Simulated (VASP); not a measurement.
Data:

```
CELL_PARAMETERS angstrom
      2.83731     0.00000     0.00000
      0.00000     2.83731     0.00000
      0.00000     0.00000     2.83731
ATOMIC_POSITIONS crystal
  Ga 0.50000 0.50000 0.50000
  Co 0.00000 0.00000 0.00000
```

Level of theory: PBEsol GGA, VASP's PBE PAW potentials (set 64) (plane waves; VASP). Numerical set-up: 400 eV cut-off, Gaussian smearing of 0.050 eV, potentials Ga_d Co.

Problem. Predict the band gap (along the path) with the smallest direct gap where there is one.

Solution. 
```
Item                                                          Value
-------------------------  ----------------------------------------
band gap (along the path)  none (metal, semimetal or under 0.01 eV)
```

The absolute energy has meaning only against runs of the same code, potentials and settings.

The compound is CoGa in the CsCl type structure. It was relaxed first. The run is not spin-polarised, so no magnetic state was tried.
